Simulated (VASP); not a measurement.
Output of a VASP run:

**OUTCAR**
```
 ion  position               nearest neighbor table
   1  0.000  0.000  0.000-   3 1.82   6 1.82   5 1.83   4 1.83   4 1.83   5 1.83
   2  0.500  0.500  0.500-   4 1.82   5 1.82   3 1.83   6 1.83   3 1.83   6 1.83
   3  0.301  0.301  0.000-   1 1.82   2 1.83   2 1.83
   4  0.801  0.199  0.500-   2 1.82   1 1.83   1 1.83
   5  0.199  0.801  0.500-   2 1.82   1 1.83   1 1.83
   6  0.699  0.699  0.000-   1 1.82   2 1.83   2 1.83
  LATTYP: Found a simple tetragonal cell.
 ALAT       =     4.2786122484
 C/A-ratio  =     0.6439495247
 Subroutine PRICEL returns:
 Original cell was already a primitive cell.
 Subroutine GETGRP returns: Found 16 space group operations
The static configuration has the point symmetry D_2h.
 The point group associated with its full space group is D_4h.
The dynamic configuration has the point symmetry D_2h.
The overall configuration has the point symmetry D_2h.
 Subroutine INISYM returns: Found 16 space group operations
 Subroutine IBZKPT returns following result:
 Found     60 irreducible k-points:

 Following reciprocal coordinates:
            Coordinates               Weight
  0.000000  0.000000  0.000000      1.000000
  0.142857  0.000000  0.000000      4.000000
  0.285714  0.000000  0.000000      4.000000
  0.428571  0.000000  0.000000      4.000000
  0.142857  0.142857  0.000000      4.000000
  0.285714  0.142857  0.000000      8.000000
  0.428571  0.142857  0.000000      8.000000
  0.285714  0.285714  0.000000      4.000000
  0.428571  0.285714  0.000000      8.000000
  0.428571  0.428571  0.000000      4.000000
  0.000000  0.000000  0.090909      2.000000
  0.142857  0.000000  0.090909      8.000000
  0.285714  0.000000  0.090909      8.000000
  0.428571  0.000000  0.090909      8.000000
  0.142857  0.142857  0.090909      8.000000
  0.285714  0.142857  0.090909     16.000000
  0.428571  0.142857  0.090909     16.000000
  0.285714  0.285714  0.090909      8.000000
  0.428571  0.285714  0.090909     16.000000
  0.428571  0.428571  0.090909      8.000000
  0.000000  0.000000  0.181818      2.000000
  0.142857  0.000000  0.181818      8.000000
  0.285714  0.000000  0.181818      8.000000
  0.428571  0.000000  0.181818      8.000000
  0.142857  0.142857  0.181818      8.000000
  0.285714  0.142857  0.181818     16.000000
  0.428571  0.142857  0.181818     16.000000
  0.285714  0.285714  0.181818      8.000000
  0.428571  0.285714  0.181818     16.000000
  0.428571  0.428571  0.181818      8.000000
  0.000000  0.000000  0.272727      2.000000
  0.142857  0.000000  0.272727      8.000000
  0.285714  0.000000  0.272727      8.000000
  0.428571  0.000000  0.272727      8.000000
  0.142857  0.142857  0.272727      8.000000
  0.285714  0.142857  0.272727     16.000000
  0.428571  0.142857  0.272727     16.000000
  0.285714  0.285714  0.272727      8.000000
  0.428571  0.285714  0.272727     16.000000
  0.428571  0.428571  0.272727      8.000000
   k-points           NKPTS =     60   k-points in BZ     NKDIM =     60   number of bands    NBANDS=     30
   number of dos      NEDOS =    301   number of ions     NIONS =      6
   total plane-waves  NPLWV =  31104
   dimension x,y,z NGX =    36 NGY =   36 NGZ =   24
   dimension x,y,z NGXF=    72 NGYF=   72 NGZF=   48
   ions per type =               2   4
   PREC   = accura    normal or accurate (medium, high low for compatibility)
   ISTART =      0    job   : 0-new  1-cont  2-samecut
   ICHARG =      2    charge: 1-file 2-atom 10-const
   ISPIN  =      2    spin polarized calculation?
   LNONCOLLINEAR =      F non collinear calculations
   LSORBIT =      F    spin-orbit coupling
   INIWAV =      1    electr: 0-lowe 1-rand  2-diag
   ENCUT  =  620.0 eV  45.57 Ry    6.75 a.u.   8.69  8.69  5.59*2*pi/ulx,y,z
   NELM   =    100;   NELMIN=  2; NELMDL= -5     # of ELM steps
   EDIFF  = 0.1E-05   stopping-criterion for ELM
   LREAL  =      F    real-space projection
...
```

OSZICAR:
```
...
       N       E                     dE             d eps       ncg     rms          rms(c)
DAV:   1    -0.544673702690E+02   -0.18018E+01   -0.26163E+01  7200   0.644E+01    0.130E+01
DAV:   2    -0.545129132877E+02   -0.45543E-01   -0.15291E+01  7624   0.549E+01    0.120E+01
DAV:   3    -0.531296781382E+02    0.13832E+01   -0.35150E+00  7952   0.247E+01    0.323E+00
DAV:   4    -0.531443508373E+02   -0.14673E-01   -0.10711E+00  7242   0.685E+00    0.305E+00
DAV:   5    -0.530938442419E+02    0.50507E-01   -0.14248E-01  8568   0.508E+00    0.928E-01
DAV:   6    -0.530905903695E+02    0.32539E-02   -0.64282E-02  7616   0.181E+00    0.476E-01
DAV:   7    -0.530886664377E+02    0.19239E-02   -0.59605E-03  8270   0.853E-01    0.133E-01
DAV:   8    -0.530886050834E+02    0.61354E-04   -0.15797E-03  7380   0.259E-01    0.559E-02
DAV:   9    -0.530885922521E+02    0.12831E-04   -0.94941E-05  8136   0.111E-01    0.243E-02
DAV:  10    -0.530885932111E+02   -0.95894E-06   -0.14110E-05  8082   0.263E-02    0.762E-03
DAV:  11    -0.530885933131E+02   -0.10205E-06   -0.12463E-06  3800   0.152E-02
   3 F= -.46967225E+02 E0= -.46967139E+02  d E =-.448427E-01  mag=     0.0000
       N       E                     dE             d eps       ncg     rms          rms(c)
DAV:   1    -0.530853177797E+02    0.32754E-02   -0.35925E-03  7200   0.744E-01    0.150E-01
DAV:   2    -0.530852679525E+02    0.49827E-04   -0.14355E-03  7496   0.530E-01    0.129E-01
DAV:   3    -0.530851412556E+02    0.12670E-03   -0.47200E-04  8520   0.305E-01    0.394E-02
DAV:   4    -0.530851354991E+02    0.57565E-05   -0.10341E-04  7248   0.736E-02    0.163E-02
DAV:   5    -0.530851337692E+02    0.17299E-05   -0.40716E-06  7436   0.181E-02    0.693E-03
DAV:   6    -0.530851334059E+02    0.36330E-06   -0.24869E-06  4802   0.108E-02
   4 F= -.46967229E+02 E0= -.46967141E+02  d E =-.448464E-01  mag=    -0.0000
       N       E                     dE             d eps       ncg     rms          rms(c)
DAV:   1    -0.530779441611E+02    0.71896E-02   -0.12905E+00  7200   0.814E+00    0.783E-01
DAV:   2    -0.530784781826E+02   -0.53402E-03   -0.63717E-02  8150   0.284E+00    0.692E-01
DAV:   3    -0.530760053992E+02    0.24728E-02   -0.10654E-02  8636   0.147E+00    0.285E-01
DAV:   4    -0.530753309987E+02    0.67440E-03   -0.28163E-03  8138   0.448E-01    0.126E-01
DAV:   5    -0.530753306970E+02    0.30173E-06   -0.39185E-04  7808   0.138E-01    0.787E-02
DAV:   6    -0.530753239060E+02    0.67910E-05   -0.23854E-05  9390   0.624E-02    0.390E-02
DAV:   7    -0.530753221447E+02    0.17613E-05   -0.76194E-06  8434   0.247E-02    0.146E-02
DAV:   8    -0.530753221138E+02    0.30951E-07   -0.10950E-06  4206   0.102E-02
   5 F= -.46967914E+02 E0= -.46967810E+02  d E =-.684714E-03  mag=    -0.0000
       N       E                     dE             d eps       ncg     rms          rms(c)
DAV:   1    -0.530811123937E+02   -0.57902E-02   -0.23511E-01  7200   0.348E+00    0.336E-01
DAV:   2    -0.530812639393E+02   -0.15155E-03   -0.11951E-02  8128   0.124E+00    0.302E-01
DAV:   3    -0.530807734631E+02    0.49048E-03   -0.19857E-03  8576   0.637E-01    0.121E-01
DAV:   4    -0.530806538501E+02    0.11961E-03   -0.53091E-04  8156   0.185E-01    0.536E-02
DAV:   5    -0.530806538599E+02   -0.97934E-08   -0.67986E-05  7754   0.563E-02    0.346E-02
DAV:   6    -0.530806523906E+02    0.14693E-05   -0.47060E-06  7762   0.291E-02    0.170E-02
DAV:   7    -0.530806520289E+02    0.36175E-06   -0.14528E-06  3902   0.119E-02
   6 F= -.46968759E+02 E0= -.46968656E+02  d E =-.153062E-02  mag=    -0.0000
```

File OUTCAR:
```
------------------------ aborting loop because EDIFF is reached ----------------------------------------
  FORCE on cell =-STRESS in cart. coord.  units (eV):
  Direction    XX          YY          ZZ          XY          YZ          ZX
  --------------------------------------------------------------------------------------
  Total        6.1603613      6.1603613      6.1221244     -0.0000000      0.0000000      0.0000000
  in kB      201.5860456    201.5860456    200.3348176     -0.0000000      0.0000000      0.0000000
  external PRESSURE =       1.1689696 kB  Pullay stress =     200.0000000 kB
  volume of cell :       48.96
      direct lattice vectors                 reciprocal lattice vectors
     4.233890608  0.000000000  0.000000000     0.236189381  0.000000000  0.000000000
    -0.000000000  4.233890608  0.000000000     0.000000000  0.236189381  0.000000000
     0.000000000  0.000000000  2.731347968     0.000000000  0.000000000  0.366119591
 POSITION                                       TOTAL-FORCE (eV/Angst)
 -----------------------------------------------------------------------------------
     -0.00000      0.00000      0.00000         0.000000     -0.000000      0.000000
      2.11695      2.11695      1.36567         0.000000     -0.000000      0.000000
      1.27094      1.27094      0.00000        -0.004436     -0.004436      0.000000
      3.38788      0.84601      1.36567        -0.004436      0.004436      0.000000
      0.84601      3.38788      1.36567         0.004436     -0.004436      0.000000
      2.96296      2.96296      0.00000         0.004436      0.004436      0.000000
 -----------------------------------------------------------------------------------
    total drift:                                0.000000      0.000000      0.000000
  FREE ENERGIE OF THE ION-ELECTRON SYSTEM (eV)
  ---------------------------------------------------
  free  energy   TOTEN  =       -53.0806520289 eV

  energy  without entropy=      -53.0803409086  energy(sigma->0) =      -53.08054832
  enthalpy is  TOTEN    =       -46.9687594742 eV   P V=        6.1118925546

 total charge

# of ion       s       p       d       tot
------------------------------------------
    1        0.414   6.597   5.149  12.160
    2        0.414   6.597   5.149  12.160
    3        1.560   3.498   0.000   5.058
    4        1.560   3.498   0.000   5.058
    5        1.560   3.498   0.000   5.058
    6        1.560   3.498   0.000   5.058
--------------------------------------------------
tot          7.070  27.186  10.298  44.553

 magnetization (x)

# of ion       s       p       d       tot
------------------------------------------
    1        0.009   0.013   1.920   1.942
    2       -0.009  -0.013  -1.920  -1.942
    3       -0.000  -0.032   0.000  -0.032
    4        0.000   0.032   0.000   0.032
    5        0.000   0.032   0.000   0.032
    6       -0.000  -0.032   0.000  -0.032
--------------------------------------------------
tot          0.000   0.000   0.000   0.000

 reached required accuracy - stopping structural energy minimisation
```
(Selected blocks of OUTCAR.)

### POSCAR
```
MnO2
1
    4.2786122484     0.0000000000     0.0000000000
    0.0000000000     4.2786122484     0.0000000000
    0.0000000000     0.0000000000     2.7552103238
Mn O
2 4
Direct
  0.0000000000   0.0000000000   0.0000000000
  0.5000000000   0.5000000000   0.5000000000
  0.3008453325   0.3008453325   0.0000000000
  0.8008453325   0.1991546675   0.5000000000
  0.1991546675   0.8008453325   0.5000000000
  0.6991546675   0.6991546675   0.0000000000
```

**Question.** Reconstruct the remaining input files.

**Answer.** One answer among several that fit: the input of the run itself, LDA (Ceperley-Alder, Perdew-Zunger), plane waves, VASP's LDA PAW potentials (set 64).

KPOINTS:
```
K-points
0
gamma
7 7 11
0 0 0
```

### INCAR
```
ALGO=Normal
EDIFF=1E-6
EDIFFG=-0.02
ENCUT=620
IBRION=2
ISIF=3
ISMEAR=1
ISPIN=2
LASPH=.TRUE.
LCHARG=.FALSE.
LMAXMIX=4
LORBIT=10
LREAL=.FALSE.
LWAVE=.FALSE.
MAGMOM=2.1 -2.1 -0.0 2*0.0 -0.0
NELM=100
NSW=40
PREC=Accurate
PSTRESS=200
SIGMA=0.1
SYSTEM=MnO2
```

POTCAR, in this order: Mn_pv O (LDA.64 set). Program: vasp_std.

Energy and stress use the plane-wave basis of the starting cell.

The compound is MnO2 in the rutile structure. This run relaxes it under an external pressure of 20 GPa. Symmetry was kept, so distortions that lower it aren't found.
